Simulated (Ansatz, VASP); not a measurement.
## CaOs4: VASP beside Ansatz

```
Ca Os
1.0
     4.48363    0.00000    0.00000
     0.00000    4.48363    0.00000
     0.00000    0.00000    4.48363
Ca Os
1 4
Direct
  0.00000 0.00000 0.00000
  0.50000 0.00000 0.00000
  0.00000 0.50000 0.00000
  0.00000 0.00000 0.50000
  0.50000 0.50000 0.50000
```

The cell was built by a generator and needn't be a form met in nature.

Alike in both runs: task single point; functional PBE; k mesh 8 × 8 × 8; occupations gaussian, width 0.1 eV; no spin polarisation.

|  | VASP | Ansatz |
| --- | --- | --- |
| version | VASP 6.6.1 | Ansatz 0.2.0 |
| potentials or method | VASP PAW PBE potentials, release 64 (Ca_sv, Os) | scalar-relativistic, plane waves, PAW |
| plane-wave cutoff (eV) | 520 | 420 |
| valence electrons in the cell | 42 | 74 |

|  | VASP | Ansatz | Ansatz less VASP |
| --- | --- | --- | --- |
| gap on the k mesh at the Fermi level (eV) | none | none | - |
| pressure (GPa) | 1.7 | 0.0 | -1.71 |

A gap of «none» marks a metal or a gap that the smearing closes. The two sets of potentials don't hold the same shells in valence.

Spin-orbit coupling is left out, which matters for the levels of Os.
